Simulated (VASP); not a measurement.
Consider the following.

```
CELL_PARAMETERS angstrom
      4.74293     0.00000     0.00000
      0.00000     4.74293     0.00000
      0.00000     0.00000     3.11968
ATOMIC_POSITIONS crystal
  Mg 0.00000 0.00000 0.00000
  Mg 0.50000 0.50000 0.50000
  F  0.30358 0.30358 0.00000
  F  0.80358 0.19642 0.50000
  F  0.19642 0.80358 0.50000
  F  0.69642 0.69642 0.00000
```

These are revPBE GGA, VASP's PBE PAW potentials (set 64) (plane waves; VASP 6.6.1) values and carry that method's errors. Settings: 520 eV cut-off, Gaussian smearing of 0.050 eV, potentials Mg F.

Give the energies of bands 5 to 18 at the high-symmetry points, in eV from the valence-band maximum.

```json
[
 {"band": "5", "Γ": "-3.76", "X": "-3.06", "M": "-2.88", "Z": "-2.76", "R": "-2.90", "A": "-3.45"},
 {"band": "6", "Γ": "-2.17", "X": "-3.06", "M": "-2.88", "Z": "-2.76", "R": "-2.90", "A": "-3.45"},
 {"band": "7", "Γ": "-1.92", "X": "-1.59", "M": "-1.91", "Z": "-2.26", "R": "-2.71", "A": "-2.71"},
 {"band": "8", "Γ": "-1.92", "X": "-1.59", "M": "-1.91", "Z": "-2.26", "R": "-2.71", "A": "-2.71"},
 {"band": "9", "Γ": "-1.75", "X": "-1.45", "M": "-1.21", "Z": "-2.03", "R": "-1.90", "A": "-1.38"},
 {"band": "10", "Γ": "-1.73", "X": "-1.45", "M": "-1.21", "Z": "-2.03", "R": "-1.90", "A": "-1.38"},
 {"band": "11", "Γ": "-1.13", "X": "-1.26", "M": "-1.17", "Z": "-1.34", "R": "-1.24", "A": "-1.31"},
 {"band": "12", "Γ": "-1.13", "X": "-1.26", "M": "-1.17", "Z": "-1.34", "R": "-1.24", "A": "-1.31"},
 {"band": "13", "Γ": "-0.71", "X": "-0.92", "M": "-0.87", "Z": "-0.99", "R": "-0.67", "A": "-0.54"},
 {"band": "14", "Γ": "-0.31", "X": "-0.92", "M": "-0.87", "Z": "-0.99", "R": "-0.67", "A": "-0.54"},
 {"band": "15", "Γ": "-0.31", "X": "-0.34", "M": "-0.68", "Z": "-0.76", "R": "-0.59", "A": "-0.45"},
 {"band": "16", "Γ": "0.00", "X": "-0.34", "M": "-0.68", "Z": "-0.76", "R": "-0.59", "A": "-0.45"},
 {"band": "17", "Γ": "6.86", "X": "9.17", "M": "10.68", "Z": "11.47", "R": "12.44", "A": "12.71"},
 {"band": "18", "Γ": "12.01", "X": "9.17", "M": "10.68", "Z": "11.47", "R": "12.44", "A": "12.71"}
]
```

The gap is direct, 6.86 eV, from the valence maximum at Γ to the conduction minimum at Γ.

Measured: gap 12.40 eV (computed value off by -5.54 eV), as given by Andrés Aguado et al., Journal of the Physical Society of Japan (1999), arXiv:cond-mat/9901145.

The compound is MgF2 in the rutile structure. It was relaxed first, which changed the volume by +8 %.
